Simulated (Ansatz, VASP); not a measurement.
K2Rb3 in VASP and in Ansatz

The input INCAR:

```
SYSTEM = K2Rb3
ALGO = Normal ; EDIFF = 1E-6
ENCUT = 520 ; GGA = PE
ISIF = 2 ; ISMEAR = 0
LASPH = .True. ; LCHARG = .True.
LELF = .True. ; LREAL = .False.
LVHAR = .True. ; LWAVE = .False.
NBANDS = 30 ; NELM = 80
PREC = Accurate ; SIGMA = 0.1
```

KPOINTS

```
k-points
0
Gamma
  4 4 4
  0 0 0
```

File POSCAR:

```
K2Rb3
1.0
    6.1287481600      0.0000000000      0.0000000000
    0.0000000000      6.1287481600      0.0000000000
    0.0000000000      0.0000000000      6.1287481600
K Rb
2 3
Direct
    0.5000000000      0.5000000000      0.5000000000
    0.0000000000      0.0000000000      0.0000000000
    0.5000000000      0.0000000000      0.0000000000
    0.0000000000      0.5000000000      0.0000000000
    0.0000000000      0.0000000000      0.5000000000
```

Input for Ansatz:

```yaml
crystal:
  lattice:
    - [6.12874816, 0.0, 0.0]
    - [0.0, 6.12874816, 0.0]
    - [0.0, 0.0, 6.12874816]
  atoms:
    - { symbol: K, position: [0.5, 0.5, 0.5] }
    - { symbol: K, position: [0.0, 0.0, 0.0] }
    - { symbol: Rb, position: [0.5, 0.0, 0.0] }
    - { symbol: Rb, position: [0.0, 0.5, 0.0] }
    - { symbol: Rb, position: [0.0, 0.0, 0.5] }
basis:
  ecutwfc: 420
kpoints:
  mp_grid: { grid: [4, 4, 4] }
hamiltonian:
  xc: pbe
scf:
  occupations: { method: gaussian, width: 0.1 }
  lower_state_search: "off"
output:
  forces: true
  stress: true
  eigenvalues: true
```

Alike in both runs: task single point; functional PBE; k mesh 4 × 4 × 4; occupations gaussian, width 0.1 eV; no spin polarisation.

|  | VASP | Ansatz |
| --- | --- | --- |
| version | VASP 6.6.1 | Ansatz 0.2.0 |
| potentials or method | VASP PAW PBE potentials, release 64 (K_sv, Rb_sv) | scalar-relativistic, plane waves, PAW |
| plane-wave cutoff (eV) | 520 | 420 |
| valence electrons in the cell | 45 | 45 |

```csv
,VASP,Ansatz,Ansatz less VASP
gap on the k mesh at the Fermi level (eV),none,none,-
pressure (GPa),7.1,7.1,-0.03
```

A gap of «none» marks a metal or a gap that the smearing closes.
